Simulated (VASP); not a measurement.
Given:

```xyz
2
Lattice="1.7252 0.9960 5.3769 -1.7252 0.9960 5.3769 0.0000 -1.9921 5.3769" Properties=species:S:1:pos:R:3 pbc="T T T"
Y      0.0000     0.0000     8.0653
Mg     0.0000    -1.9921     5.3769
```

Level of theory: PBEsol GGA with spin-orbit coupling, VASP's PBE PAW potentials (set 64) (plane waves; VASP 6.6.1). Settings: 400 eV cut-off, 11×11×11 Γ-centred mesh, Gaussian smearing of 0.050 eV, potentials Y_sv Mg.

Estimate the energy per atom (σ→0), band gap (over mesh and band path) with the smallest direct gap where there is one.

| Property | Result |
|---|---|
| band gap (over mesh and band path) | none (metal, semimetal or under 0.01 eV) |
| energy per atom (σ→0) | -4.267 eV/atom |

The structure comes from a computed database's YMg entry (R-3m); how it stands against other phases isn't given here. It was relaxed first.
